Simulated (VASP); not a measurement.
A run of VASP 6.6.1:

Contents of INCAR:

```
ALGO = Fast
DIPOL = 0.5 0.5 0.294
EDIFF = 1E-6
ENCUT = 520
GGA = PE
IDIPOL = 3
ISIF = 2
ISMEAR = 0
LASPH = True
LCHARG = False
LDIPOL = True
LREAL = False
LWAVE = False
NBANDS = 20
NELM = 100
PREC = Accurate
SIGMA = 0.1
```

File KPOINTS:

```
k-points
0
Gamma
  6 6 1
```

File POSCAR:

```
Si2B3Te
1.0
    6.5016584474      0.0000000000      0.0000000000
   -3.2508292237      5.6306013821      0.0000000000
    0.0000000000      0.0000000000     23.8000000000
Si B Te
2 3 1
Direct
    0.3333333333      0.6666666667      0.2941176471
    0.6666666667      0.3333333333      0.2941176471
    0.5000000000      0.0000000000      0.2941176471
    0.0000000000      0.5000000000      0.2941176471
    0.5000000000      0.5000000000      0.2941176471
    0.0000000000      0.0000000000      0.2941176471
```

Potentials or basis: VASP PAW PBE potentials, release 64 (Si, B, Te).

Launch:

```sh
$ cat potpaw_PBE.64/Si/POTCAR potpaw_PBE.64/B/POTCAR potpaw_PBE.64/Te/POTCAR > POTCAR
$ mpirun -np 1 vasp_std > vasp.out
```

Hardware: 1 thread of Intel(R) Xeon(R) Platinum 8375C CPU @ 2.90GHz (Ice Lake) (shared host).

**Question.** How long does it take, and how much memory?

**Answer.** It took 12 min on 1 thread of Intel(R) Xeon(R) Platinum 8375C CPU @ 2.90GHz (Ice Lake) (shared host), peak memory 0.88 GiB. Counts: scf iterations 26, k points 7.
